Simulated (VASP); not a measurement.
Computed with vdW-DF-cx, VASP's PBE PAW potentials (set 64) (plane waves; VASP 6.6.1).

A VASP calculation is set up with these files.

**INCAR**
```
! general
SYSTEM   = Hf
PREC     = Accurate
ENCUT    = 520
LREAL    = .FALSE.
LASPH    = .TRUE.   ! aspherical one-centre terms

! electronic loop
EDIFF    = 1E-6   ! SCF stop (eV)
NELM     = 100   ! most electronic steps
ALGO     = Normal   ! blocked Davidson
LMAXMIX  = 6

! smearing
ISMEAR   = 1
SIGMA    = 0.1

! functional
GGA      = CX
LUSE_VDW = .TRUE.
AGGAC    = 0.0

! ions
IBRION   = 2
NSW      = 60
ISIF     = 3   ! ions, shape and volume
EDIFFG   = -0.01   ! ionic stop

! output
LWAVE    = .FALSE.
LCHARG   = .FALSE.
```

KPOINTS:
```
Automatic mesh
0
Gamma
12 12 7
0 0 0
```

File POSCAR:
```
Hf
1.0
  1.5950000000  -2.7626210000   0.0000000000
  1.5950000000   2.7626210000   0.0000000000
  0.0000000000   0.0000000000   5.0500000000
Hf
2
Cartesian
  1.5950000000   0.9208755084   1.2625000000
  1.5950000000  -0.9208755084   3.7875000000
```

POTCAR, in this order: Hf_pv (PBE.64 set). Program: vasp_std.

Output of the run:

File OSZICAR:
```
       N       E                     dE             d eps       ncg     rms          rms(c)
DAV:   1     0.524938794915E+02    0.52494E+02   -0.11764E+04  2144   0.136E+03
DAV:   2    -0.141818806505E+02   -0.66676E+02   -0.65502E+02  2686   0.273E+02
DAV:   3    -0.162814983407E+02   -0.20996E+01   -0.20494E+01  2884   0.313E+01
DAV:   4    -0.163007671078E+02   -0.19269E-01   -0.19264E-01  2434   0.375E+00
DAV:   5    -0.163010970328E+02   -0.32993E-03   -0.32991E-03  2962   0.384E-01    0.656E+01
DAV:   6    -0.157807372338E+02    0.52036E+00   -0.49286E-01  2260   0.537E+00    0.388E+01
DAV:   7    -0.155966289806E+02    0.18411E+00   -0.82588E-01  2292   0.667E+00    0.202E+00
DAV:   8    -0.155871668310E+02    0.94621E-02   -0.54566E-02  2332   0.180E+00    0.239E-01
DAV:   9    -0.155872673858E+02   -0.10055E-03   -0.11456E-03  2998   0.270E-01    0.207E-01
DAV:  10    -0.155872581592E+02    0.92266E-05   -0.68952E-05  2370   0.672E-02    0.323E-01
DAV:  11    -0.155872568830E+02    0.12762E-05   -0.84559E-06  2770   0.225E-02    0.228E-02
DAV:  12    -0.155872571425E+02   -0.25953E-06   -0.66385E-07  1586   0.685E-03
   1 F= -.15587257E+02 E0= -.15587191E+02  d E =-.155873E+02
       N       E                     dE             d eps       ncg     rms          rms(c)
DAV:   1    -0.158863699416E+02   -0.29911E+00   -0.76404E+00  2128   0.244E+01    0.644E+00
DAV:   2    -0.156590277152E+02    0.22734E+00   -0.44411E-01  2152   0.570E+00    0.180E+00
DAV:   3    -0.155882841477E+02    0.70744E-01   -0.14204E-01  2194   0.298E+00    0.985E-01
DAV:   4    -0.155814519742E+02    0.68322E-02   -0.15181E-02  2466   0.100E+00    0.819E-01
DAV:   5    -0.155807255423E+02    0.72643E-03   -0.18073E-03  2590   0.262E-01    0.133E-01
DAV:   6    -0.155807412586E+02   -0.15716E-04   -0.58676E-05  2888   0.545E-02    0.482E-02
DAV:   7    -0.155807386914E+02    0.25672E-05   -0.16128E-06  2278   0.943E-03    0.839E-03
DAV:   8    -0.155807386688E+02    0.22542E-07   -0.96783E-08  1364   0.244E-03
   2 F= -.15580739E+02 E0= -.15580461E+02  d E =0.651847E-02
       N       E                     dE             d eps       ncg     rms          rms(c)
DAV:   1    -0.156919542375E+02   -0.11122E+00   -0.23501E+00  2128   0.135E+01    0.378E+00
DAV:   2    -0.156223897487E+02    0.69564E-01   -0.14527E-01  2164   0.320E+00    0.100E+00
DAV:   3    -0.156012935207E+02    0.21096E-01   -0.38847E-02  2218   0.152E+00    0.475E-01
DAV:   4    -0.155985654554E+02    0.27281E-02   -0.62700E-03  2380   0.629E-01    0.380E-01
DAV:   5    -0.155983756403E+02    0.18982E-03   -0.51996E-04  2686   0.138E-01    0.714E-02
DAV:   6    -0.155983769144E+02   -0.12740E-05   -0.17869E-05  2748   0.306E-02    0.319E-02
DAV:   7    -0.155983760751E+02    0.83927E-06   -0.67665E-07  1556   0.645E-03
   3 F= -.15598376E+02 E0= -.15598199E+02  d E =-.111189E-01
       N       E                     dE             d eps       ncg     rms          rms(c)
DAV:   1    -0.155983983788E+02   -0.21464E-04   -0.60055E-04  2170   0.216E-01    0.554E-02
DAV:   2    -0.155983803556E+02    0.18023E-04   -0.36432E-05  2260   0.509E-02    0.161E-02
DAV:   3    -0.155983749716E+02    0.53840E-05   -0.10211E-05  2278   0.248E-02    0.720E-03
DAV:   4    -0.155983743747E+02    0.59699E-06   -0.13521E-06  1208   0.988E-03
   4 F= -.15598374E+02 E0= -.15598195E+02  d E =-.111172E-01
```

### OUTCAR
```
------------------------ aborting loop because EDIFF is reached ----------------------------------------
  FORCE on cell =-STRESS in cart. coord.  units (eV):
  Direction    XX          YY          ZZ          XY          YZ          ZX
  --------------------------------------------------------------------------------------
  Total        0.0151337      0.0151337     -0.0073681      0.0000000      0.0000000      0.0000000
  in kB        0.5598310      0.5598310     -0.2725627      0.0000000      0.0000000      0.0000000
  external PRESSURE =       0.2823664 kB  Pullay stress =       0.0000000 kB
  volume of cell :       43.31
      direct lattice vectors                 reciprocal lattice vectors
     1.581096554 -2.738539527  0.000000000     0.316236221 -0.182579070  0.000000000
     1.581096554  2.738539527 -0.000000000     0.316236221  0.182579070  0.000000000
    -0.000000000  0.000000000  5.001407750     0.000000000  0.000000000  0.199943706
 POSITION                                       TOTAL-FORCE (eV/Angst)
 -----------------------------------------------------------------------------------
      1.58110      0.91285      1.25035         0.000000     -0.000000      0.000000
      1.58110     -0.91285      3.75106        -0.000000      0.000000      0.000000
 -----------------------------------------------------------------------------------
    total drift:                               -0.000004      0.000178     -0.000016
  FREE ENERGIE OF THE ION-ELECTRON SYSTEM (eV)
  ---------------------------------------------------
  free  energy   TOTEN  =       -15.5983743747 eV

  energy  without entropy=      -15.5978376142  energy(sigma->0) =      -15.59819545

 reached required accuracy - stopping structural energy minimisation
```
(Selected blocks of OUTCAR.)

**CONTCAR**
```
Hf
   1.00000000000000
     1.5810965542913364   -2.7385395266279375    0.0000000000000000
     1.5810965542913364    2.7385395266279375   -0.0000000000000000
    -0.0000000000000000    0.0000000000000000    5.0014077501503342
  Hf
     2
Direct
     0.3333330000000032    0.6666669999999968    0.2500000000000000
     0.6666669999999968    0.3333330000000032    0.7500000000000000
```

Energy and stress use the plane-wave basis of the starting cell.

The compound is Hf in the hcp structure. This run relaxes it. Symmetry was kept, so distortions that lower it aren't found.
